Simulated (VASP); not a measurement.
VASP runs on Zr2Zn (space group Fd-3m) share one base input (PBE GGA, plane waves, VASP's PBE PAW potentials (set 64)) and change the settings named in each case.

**INCAR**
```
! general
SYSTEM =Zr2Zn
PREC   =Accurate
ENCUT  =300
LREAL  =.False.
LASPH  =.True.

! electronic loop
EDIFF  =1E-6
NELM   =100
ALGO   =Normal
LMAXMIX=4

! smearing
ISMEAR =0
SIGMA  =0.05

! functional
GGA    =PE

! ions
ISIF   =2

! output
LWAVE  =.False.
LCHARG =.False.
```

KPOINTS:
```
Automatic mesh
0
Gamma
3 3 3
0 0 0
```

POSCAR:
```
Zr2Zn
1
    0.0000000000     4.3877410000     4.3877410000
    4.3877410000     0.0000000000     4.3877410000
    4.3877410000     4.3877410000     0.0000000000
Zr Zn
4 2
Direct
  0.1250000000   0.1250000000   0.1250000000
  0.6250000000   0.1250000000   0.1250000000
  0.1250000000   0.6250000000   0.1250000000
  0.1250000000   0.1250000000   0.6250000000
  0.7500000000   0.7500000000   0.7500000000
  0.5000000000   0.5000000000   0.5000000000
```

POTCAR, in this order: Zr_sv Zn (PBE.64 set). Program: vasp_std.

```json
[
 {"change": "base run", "E(σ→0) (eV/atom)": "-5.3687", "pressure (GPa)": "-10.87", "−TS (eV)": "-0.0157"},
 {"change": "GGA removed, POTCAR Zr_sv Zn (LDA.64 set)", "E(σ→0) (eV/atom)": "-5.9173", "pressure (GPa)": "-14.67", "−TS (eV)": "-0.0164"},
 {"change": "GGA_COMPAT = .FALSE., LNONCOLLINEAR = .TRUE., LSORBIT = .TRUE., MAGMOM = 0.0 0.0 0.0 0.0 0.0 0.0 0.0 0.0 0.0 0.0 0.0 0.0 0.0 0.0 0.0 0.0 0.0 0.0, program vasp_ncl", "E(σ→0) (eV/atom)": "-5.4170", "pressure (GPa)": "-10.88", "−TS (eV)": "-0.0157"},
 {"change": "KPOINTS 2×2×2 Γ-centred mesh", "E(σ→0) (eV/atom)": "-5.3262", "pressure (GPa)": "-11.65", "−TS (eV)": "-0.0209"}
]
```
 Energies of different potentials or functionals have different zeros.  At 300 eV the pressure can carry a Pulay error.

Left out are runs that ran out of time, are held back, or changed the cell or the kind of run, fixed moments of cells without a moment, rows past the twelfth, gaps on odd meshes, pressures of charged cells and columns that move by less than the noise.

The structure was generated: Zr2Zn was put into an ordered model structure, which need not be its known phase. The cell was not relaxed at this level.
